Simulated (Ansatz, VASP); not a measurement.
## K4Mg2Ge23O50 (glassy 85GeO2-7MgO-7K2O (mol %)) in two plane-wave programs

Aim: how closely do two programs agree when they are given the same cell, functional and k mesh? Of the first pair: The structure shown is the start of the Ansatz relaxation below; VASP solves that cell, so the two are compared at the walk's first step.

Main program and level: Ansatz 0.2.0; plane waves, with VASP 6.6.1 beside it; single point at LDA.

### 1. Starting point

The cell holds 79 atoms: 23 Ge, 2 Mg, 4 K and 50 O. Its edges and angles: a = 10.670 Å, b = 10.670 Å, c = 10.670 Å, α = 90.0°, β = 90.0°, γ = 90.0°. As first built, before any earlier steps moved the atoms (in the runner's words): 79 atoms (23 Ge, 2 Mg, 4 K, 50 O) placed at random at 3.57 g/cm^3, melted at 4000 K for 10 ps at fixed volume with the Morse and Coulomb pair potential with partial charges (Pedone, Malavasi, Menziani, Cormack and Segre, J. Phys. Chem. B 110, 11780 (2006)). Quenched from 4000 K to 300 K at 20 K/ps and fixed volume, held 10 ps at zero pressure.

### 2. Ansatz: relaxation, LDA

Ansatz runs on its default PAW (the set named soft_2) files.

The two programs are compared at the cell with which this relaxation starts, whose forces are those of its first step.

Input file input.yaml:

```yaml
crystal:
  lattice:
    - [10.6696, 0.0, 0.0]
    - [0.0, 10.6696, 0.0]
    - [0.0, 0.0, 10.6696]
  atoms:
    - { symbol: Ge, position: [0.01604, 0.47894, 0.06317] }
    - { symbol: Ge, position: [0.30692, 0.97856, 0.38692] }
    - { symbol: Ge, position: [0.71467, 0.29081, 0.43056] }
    - { symbol: Ge, position: [0.55654, 0.63472, 0.16069] }
    - { symbol: Ge, position: [0.4744, 0.35003, 0.22396] }
    - { symbol: Ge, position: [0.07089, 0.57879, 0.5603] }
    - { symbol: Ge, position: [0.84047, 0.72418, 0.11368] }
    - { symbol: Ge, position: [0.87614, 0.76878, 0.41211] }
    - { symbol: Ge, position: [0.21088, 0.49952, 0.3117] }
    - { symbol: Ge, position: [0.2498, 0.78902, 0.16216] }
    - { symbol: Ge, position: [0.91828, 0.96804, 0.63357] }
    - { symbol: Ge, position: [0.3472, 0.16965, 0.99772] }
    - { symbol: Ge, position: [0.57027, 0.71688, 0.46896] }
    - { symbol: Ge, position: [0.55773, 0.03646, 0.51547] }
    - { symbol: Ge, position: [0.44888, 0.5209, 0.70394] }
    - { symbol: Ge, position: [0.22072, 0.83879, 0.65945] }
    - { symbol: Ge, position: [0.19903, 0.37944, 0.82142] }
    - { symbol: Ge, position: [0.40847, 0.76417, 0.90824] }
    - { symbol: Ge, position: [0.5317, 0.01643, 0.8179] }
    - { symbol: Ge, position: [0.11518, 0.04763, 0.18634] }
    - { symbol: Ge, position: [0.93593, 0.22186, 0.78564] }
    - { symbol: Ge, position: [0.79974, 0.47439, 0.67815] }
    - { symbol: Ge, position: [0.85881, 0.2375, 0.17509] }
    - { symbol: Mg, position: [0.72192, 0.77666, 0.83463] }
    - { symbol: Mg, position: [0.79332, 0.04383, 0.98654] }
    - { symbol: K, position: [0.06108, 0.22855, 0.48081] }
    - { symbol: K, position: [0.63709, 0.32955, 0.92604] }
    - { symbol: K, position: [0.57415, 0.9814, 0.16801] }
    - { symbol: K, position: [0.04668, 0.83124, 0.92014] }
    - { symbol: O, position: [0.9946, 0.667, 0.44136] }
    - { symbol: O, position: [0.50931, 0.48218, 0.13535] }
    - { symbol: O, position: [0.72912, 0.15773, 0.13535] }
    - { symbol: O, position: [0.48669, 0.62916, 0.57945] }
    - { symbol: O, position: [0.9323, 0.13462, 0.911] }
    - { symbol: O, position: [0.29102, 0.4603, 0.70769] }
    - { symbol: O, position: [0.66305, 0.0842, 0.87177] }
    - { symbol: O, position: [0.98416, 0.13827, 0.19236] }
    - { symbol: O, position: [0.33365, 0.89328, 0.24937] }
    - { symbol: O, position: [0.09668, 0.45697, 0.20653] }
    - { symbol: O, position: [0.9036, 0.36411, 0.08518] }
    - { symbol: O, position: [0.30335, 0.28885, 0.89902] }
    - { symbol: O, position: [0.70946, 0.64046, 0.142] }
    - { symbol: O, position: [0.50689, 0.0457, 0.67025] }
    - { symbol: O, position: [0.53641, 0.39079, 0.70778] }
    - { symbol: O, position: [0.56254, 0.87878, 0.48162] }
    - { symbol: O, position: [0.17528, 0.05597, 0.33599] }
    - { symbol: O, position: [0.2385, 0.65124, 0.24799] }
    - { symbol: O, position: [0.21837, 0.10355, 0.07158] }
    - { symbol: O, position: [0.89493, 0.91088, 0.48672] }
    - { symbol: O, position: [0.79451, 0.84664, 0.01474] }
    - { symbol: O, position: [0.58609, 0.32849, 0.33904] }
    - { symbol: O, position: [0.16227, 0.69097, 0.63864] }
    - { symbol: O, position: [0.91743, 0.12626, 0.65313] }
    - { symbol: O, position: [0.15912, 0.48593, 0.46122] }
    - { symbol: O, position: [0.11221, 0.88311, 0.16848] }
    - { symbol: O, position: [0.48461, 0.73704, 0.06365] }
    - { symbol: O, position: [0.44085, 0.61614, 0.8335] }
    - { symbol: O, position: [0.68231, 0.14104, 0.48585] }
    - { symbol: O, position: [0.33878, 0.40866, 0.28708] }
    - { symbol: O, position: [0.8362, 0.29747, 0.32355] }
    - { symbol: O, position: [0.7326, 0.70988, 0.47245] }
    - { symbol: O, position: [0.9526, 0.6259, 0.05571] }
    - { symbol: O, position: [0.31765, 0.83307, 0.77897] }
    - { symbol: O, position: [0.42574, 0.07826, 0.42009] }
    - { symbol: O, position: [0.26831, 0.76863, 0.00624] }
    - { symbol: O, position: [0.85073, 0.35233, 0.77493] }
    - { symbol: O, position: [0.26787, 0.89487, 0.51406] }
    - { symbol: O, position: [0.8646, 0.79093, 0.25651] }
    - { symbol: O, position: [0.95196, 0.52694, 0.64322] }
    - { symbol: O, position: [0.07691, 0.92316, 0.68056] }
    - { symbol: O, position: [0.52498, 0.67682, 0.3176] }
    - { symbol: O, position: [0.54245, 0.85806, 0.85522] }
    - { symbol: O, position: [0.81408, 0.90211, 0.72885] }
    - { symbol: O, position: [0.4233, 0.05248, 0.93418] }
    - { symbol: O, position: [0.74891, 0.40416, 0.54286] }
    - { symbol: O, position: [0.09212, 0.28686, 0.76016] }
    - { symbol: O, position: [0.73795, 0.60262, 0.75221] }
    - { symbol: O, position: [0.12387, 0.46452, 0.93773] }
    - { symbol: O, position: [0.42718, 0.23718, 0.11729] }
kpoints:
  mp_grid: { grid: [1, 1, 1] }
hamiltonian:
  xc: lda
scf:
  occupations: { method: fixed }
output:
  forces: true
relax:
  f_tol: 0.05
  max_steps: 150
  cell: {}
```

Run with:

```bash
$ ansatz run input.yaml --threads 4 --pin off --max-ram 8192MiB --backend cpu --events-out ev --progress --plain --runs-dir out
```

Numbers of over 12 decimals in the logs are rounded to 6 here.

Log:

```text
Engine: ansatz 0.2.0, x86_64-unknown-linux-gnu
Pseudopotentials: kind: paw
Pseudopotential: Ge, paw, valence charge 14, recommended cutoff 420 eV (normal), Ge.paw.azcp
Pseudopotential: Mg, paw, valence charge 10, recommended cutoff 420 eV (normal), Mg.paw.azcp
Pseudopotential: K, paw, valence charge 9, recommended cutoff 420 eV (normal), K.paw.azcp
Pseudopotential: O, paw, valence charge 6, recommended cutoff 420 eV (normal), O.paw.azcp
Functional definition: SPW92
  exchange = slater_x
  correlation = pw_c
Crystal: 79 atoms, lattice volume = 1214.631 Å³
Basis set: ecut = 420 eV, 23703 PW (Γ)
Bands: 418, of which v1, the nominal top of the filled ones, is band 339 counted from 1 (338 counted from 0)
Symmetry: 1 space group operations
Space group: P1 (ITA 1), of the structure as read, at distance tolerance 1.1e-4 Å
k-points: 1
Non-local potential: Ge, projectors of the file, l = 0: 2, l = 1: 2, l = 2: 3, l = 3: 1
Non-local potential: Mg, projectors of the file, l = 0: 3, l = 1: 2, l = 2: 1
Non-local potential: K, projectors of the file, l = 0: 3, l = 1: 2, l = 2: 2
Non-local potential: O, projectors of the file, l = 0: 2, l = 1: 2, l = 2: 1
PAW form: soft (Blöchl's): semilocal exchange-correlation on the pseudo side does not see the compensation charge
PAW frozen core: Ge, regenerated for the run's functional, and the local potential with it (the file was generated under x = pbe(κ = 0.804, μ = 0.219515), c = pbe(β = 0.066725))
PAW frozen core: Mg, regenerated for the run's functional, and the local potential with it (the file was generated under x = pbe(κ = 0.804, μ = 0.219515), c = pbe(β = 0.066725))
PAW frozen core: K, regenerated for the run's functional, and the local potential with it (the file was generated under x = pbe(κ = 0.804, μ = 0.219515), c = pbe(β = 0.066725))
PAW frozen core: O, regenerated for the run's functional, and the local potential with it (the file was generated under x = pbe(κ = 0.804, μ = 0.219515), c = pbe(β = 0.066725))
PAW one-centre angular grid: Ge, 590 points (default); XC on 64 Gauss nodes
PAW one-centre angular grid: Mg, 110 points (default); XC on 64 Gauss nodes
PAW one-centre angular grid: K, 110 points (default); XC on 64 Gauss nodes
PAW one-centre angular grid: O, 110 points (default); XC on 64 Gauss nodes
Initial density: superposition of atomic densities (neutral atoms: chi_scale 0, normalization atom), corrected by the library's trained network
Initial wavefunctions: pseudopotential atomic-orbital guess
Functional: x = slater, c = lda
SCF iter   1: F=—  HF=-134511.082324 eV  |F-HF|=—  |Δ(HF+E_count)|=         —  Δρ=1.43e-2  dr2=2.28e0  ethr=1.77e-3  ⟨swp⟩=5.0  Hψ=1288  notcnv=0  defer=77
preconditioner: auto → Resta (q_TF=auto, 2.476 Å⁻¹)  ε∞=2.8  [insulator: Δε(μ)=1.231 eV  Ē_g=20.545 eV  n_scr=304 (ndim 8)  ℏωp=27.4 eV  f_vac=0.231  ε∞_Penn≈2.8]
SCF iter   2: F=—  HF=-134510.436469 eV  |F-HF|=—  |Δ(HF+E_count)|=   6.46e-1  Δρ=4.03e-3  dr2=8.84e-2  ethr=3.36e-4  ⟨swp⟩=2.0  Hψ=626  notcnv=0  defer=77
SCF iter   3: F=—  HF=-134510.407800 eV  |F-HF|=—  |Δ(HF+E_count)|=   2.87e-2  Δρ=1.69e-3  dr2=2.86e-2  ethr=1.30e-5  ⟨swp⟩=2.0  Hψ=676  notcnv=0  defer=77
SCF iter   4: F=—  HF=-134510.403590 eV  |F-HF|=—  |Δ(HF+E_count)|=   4.21e-3  Δρ=1.29e-3  dr2=1.75e-2  ethr=4.22e-6  ⟨swp⟩=2.0  Hψ=524  notcnv=0  defer=77
SCF iter   5: F=—  HF=-134510.398804 eV  |F-HF|=—  |Δ(HF+E_count)|=   4.79e-3  Δρ=2.49e-4  dr2=9.41e-4  ethr=2.58e-6  ⟨swp⟩=2.0  Hψ=619  notcnv=0  defer=77
SCF iter   6: F=—  HF=-134510.398635 eV  |F-HF|=—  |Δ(HF+E_count)|=   1.69e-4  Δρ=1.17e-4  dr2=2.02e-4  ethr=1.39e-7  ⟨swp⟩=2.0  Hψ=629  notcnv=0  defer=75
SCF iter   7: F=—  HF=-134510.398650 eV  |F-HF|=—  |Δ(HF+E_count)|=   1.56e-5  Δρ=4.65e-5  dr2=2.76e-5  ethr=2.97e-8  ⟨swp⟩=2.0  Hψ=559  notcnv=0  defer=75
SCF iter   8: F=—  HF=-134510.400139 eV  |F-HF|=—  |Δ(HF+E_count)|=   1.49e-3  Δρ=1.42e-5  dr2=2.92e-6  ethr=4.07e-9  ⟨swp⟩=2.0  Hψ=669  notcnv=0  defer=75
SCF iter   9: F=—  HF=-134510.400140 eV  |F-HF|=—  |Δ(HF+E_count)|=   1.34e-6  Δρ=7.11e-6  dr2=6.12e-7  ethr=4.30e-10  ⟨swp⟩=2.0  Hψ=682  notcnv=0  defer=75
SCF iter  10: F=—  HF=-134510.400140 eV  |F-HF|=—  |Δ(HF+E_count)|=   2.16e-7  Δρ=4.20e-6  dr2=2.13e-7  ethr=9.02e-11  ⟨swp⟩=2.0  Hψ=572  notcnv=0  defer=75
SCF iter  11: F=-134510.400140 eV  HF=-134510.400140 eV  |F-HF|=9.34e-9  |Δ(HF+E_count)|=   3.40e-8  Δρ=9.86e-7  dr2=1.46e-8  ethr=1.47e-11  ⟨swp⟩=4.0  Hψ=1263  notcnv=0
SCF 1 converged in 11 iterations: F = -134510.400140 eV  dr2 = 1.46e-8
  greatest PAW one-centre occupation: 1.000 electrons in one spin orbital (limit 2), on the Mg atom at site 24 (counted from 0), in its partial waves of l = 1
[...]
atom  49  O      0.00750590     0.00834988     0.00371665
  atom  50  O     -0.00937271     0.01019647    -0.00048783
  atom  51  O      0.00836477     0.00349690    -0.00052884
  atom  52  O     -0.00344307    -0.00471596     0.00298925
  atom  53  O     -0.00515386     0.00346709     0.00722929
  atom  54  O      0.00329640     0.01218683    -0.00171555
  atom  55  O     -0.00475794     0.00197957    -0.00075392
  atom  56  O      0.02561418     0.00787222     0.00160024
  atom  57  O     -0.01083757    -0.00348740     0.00309438
  atom  58  O     -0.00036658    -0.01367086     0.00462937
  atom  59  O      0.01611575    -0.00312603    -0.00864235
  atom  60  O     -0.01172001    -0.00872913    -0.00502739
  atom  61  O     -0.01672461     0.03201293    -0.02291023
  atom  62  O      0.00326250     0.00017872     0.00231709
  atom  63  O     -0.00157476     0.01879742    -0.00873735
  atom  64  O     -0.00819441    -0.01717949     0.01088407
  atom  65  O     -0.01191009    -0.01416272    -0.00065552
  atom  66  O     -0.00885137     0.00867204     0.00374413
  atom  67  O     -0.00052428    -0.00548207     0.00667200
  atom  68  O     -0.00114049     0.00565444     0.00867425
  atom  69  O     -0.01312705     0.00982875     0.01378619
  atom  70  O      0.01133581     0.01068766    -0.00304990
  atom  71  O      0.04732590     0.02650598     0.01126565
  atom  72  O      0.04773992    -0.01377391    -0.00551640
  atom  73  O      0.02046031     0.00294257    -0.01586287
  atom  74  O     -0.00562599    -0.01061032    -0.00788693
  atom  75  O      0.01921724     0.00581370    -0.01075996
  atom  76  O     -0.00705786    -0.00727191     0.00306467
  atom  77  O     -0.00438298    -0.00351245    -0.01702538
  atom  78  O      0.00516850    -0.00785439    -0.00392230
  atom  79  O     -0.00986101     0.00980323    -0.00458566
  max |Σ_I F_I| component: 3.19e-5 eV/Å
--- Stress (GPa, compression-positive) ---
        0.010714       0.009228       0.008767
        0.009228      -0.030773      -0.008987
        0.008767      -0.008987      -0.021975
  P = ⅓ Tr σ = -0.0140 GPa (-0.140 kbar)
--- Relaxed structure (16 steps of the walk, 16 accepted, 2 SCFs on fresh bases) ---
  F+E_penalty+E_count = -134520.25247532 eV   max|allowed force component| = 4.774e-2 eV/Å   (the final SCF, on the basis selected at the relaxed cell)
  cell:  # Å, volume = 1087.6570 Å³
    - [10.422758, 0.117695, 0.324512]
    - [0.117695, 10.101029, 0.104333]
    - [0.324512, 0.104333, 10.343499]
  atoms:
    - { symbol: Ge, position: [0.019590, 0.480546, 0.068309] }
    - { symbol: Ge, position: [0.302528, 0.975958, 0.387513] }
    - { symbol: Ge, position: [0.681697, 0.301947, 0.424191] }
    - { symbol: Ge, position: [0.545399, 0.625948, 0.172825] }
    - { symbol: Ge, position: [0.444544, 0.340808, 0.248088] }
    - { symbol: Ge, position: [0.052589, 0.588110, 0.555884] }
    - { symbol: Ge, position: [0.824294, 0.727953, 0.109999] }
    - { symbol: Ge, position: [0.868211, 0.785772, 0.412533] }
    - { symbol: Ge, position: [0.193855, 0.511171, 0.301492] }
    - { symbol: Ge, position: [0.279072, 0.796061, 0.149893] }
    - { symbol: Ge, position: [0.943680, 0.978964, 0.633694] }
    - { symbol: Ge, position: [0.345359, 0.166758, 1.034800] }
    - { symbol: Ge, position: [0.583083, 0.716995, 0.478073] }
    - { symbol: Ge, position: [0.534252, 0.047407, 0.526845] }
    - { symbol: Ge, position: [0.481332, 0.517322, 0.716685] }
    - { symbol: Ge, position: [0.220914, 0.817315, 0.642943] }
    - { symbol: Ge, position: [0.231419, 0.383109, 0.839627] }
    - { symbol: Ge, position: [0.411020, 0.749714, 0.894770] }
    - { symbol: Ge, position: [0.518283, 0.017128, 0.825532] }
    - { symbol: Ge, position: [0.107494, 0.046347, 0.208590] }
    - { symbol: Ge, position: [0.964349, 0.229570, 0.785576] }
    - { symbol: Ge, position: [0.774584, 0.453717, 0.678582] }
    - { symbol: Ge, position: [0.851096, 0.222945, 0.149792] }
    - { symbol: Mg, position: [0.734735, 0.768640, 0.819923] }
    - { symbol: Mg, position: [0.795510, 0.028555, 0.924254] }
    - { symbol: K, position: [0.010532, 0.284517, 0.436975] }
    - { symbol: K, position: [0.629084, 0.338389, 0.950018] }
    - { symbol: K, position: [0.598848, 0.969911, 0.196715] }
    - { symbol: K, position: [0.055287, 0.863118, 0.910783] }
    - { symbol: O, position: [1.009645, 0.693419, 0.426020] }
    - { symbol: O, position: [0.497508, 0.467058, 0.141419] }
    - { symbol: O, position: [0.743118, 0.132070, 0.079047] }
    - { symbol: O, position: [0.483374, 0.640478, 0.593051] }
    - { symbol: O, position: [0.961611, 0.108069, 0.902897] }
    - { symbol: O, position: [0.321315, 0.461272, 0.714596] }
    - { symbol: O, position: [0.649439, 0.104315, 0.844012] }
    - { symbol: O, position: [0.960602, 0.125103, 0.234579] }
    - { symbol: O, position: [0.354693, 0.922927, 0.232058] }
    - { symbol: O, position: [0.051285, 0.472702, 0.232502] }
    - { symbol: O, position: [0.916705, 0.351416, 0.047643] }
    - { symbol: O, position: [0.352341, 0.294043, 0.919653] }
    - { symbol: O, position: [0.708864, 0.605961, 0.129267] }
    - { symbol: O, position: [0.452306, 0.053706, 0.676622] }
    - { symbol: O, position: [0.597813, 0.394921, 0.701101] }
    - { symbol: O, position: [0.586703, 0.890308, 0.476465] }
    - { symbol: O, position: [0.158938, 0.062598, 0.367324] }
    - { symbol: O, position: [0.272100, 0.650182, 0.244108] }
    - { symbol: O, position: [0.188663, 0.150567, 0.095359] }
    - { symbol: O, position: [0.895339, 0.938321, 0.479267] }
    - { symbol: O, position: [0.782011, 0.839596, -0.00774067] }
    - { symbol: O, position: [0.523959, 0.350964, 0.389607] }
    - { symbol: O, position: [0.126685, 0.678147, 0.670786] }
    - { symbol: O, position: [0.942975, 0.151425, 0.634110] }
[...]
- { symbol: O, position: [0.552615, 0.843674, 0.844865] }
    - { symbol: O, position: [0.847459, 0.906531, 0.754231] }
    - { symbol: O, position: [0.398946, 0.023681, 0.955726] }
    - { symbol: O, position: [0.772107, 0.401498, 0.512378] }
    - { symbol: O, position: [0.120102, 0.294294, 0.762941] }
    - { symbol: O, position: [0.730553, 0.603462, 0.746256] }
    - { symbol: O, position: [0.155325, 0.481442, 0.961947] }
    - { symbol: O, position: [0.458548, 0.199147, 0.150753] }
```

Reading the cycles: dr2 is the Hartree energy of the density residual (eV), the measure of convergence; HF is the Harris–Foulkes estimate of the energy, which meets the free energy F at convergence.

[end of part 1 of 3]

[Lines on the potential files, build, host, timing and source positions are cut from VASP's logs without a mark.]

[Logs are printed without paths, hosts, clocks, repeated set-up lines and the standing remarks that a program may print on its own settings, such as how far it seeks lower states.]

[Hosts, paths, dates, database ids (printed as entryN), source tags and the programs' standing remarks are cut or masked in the printed files.]
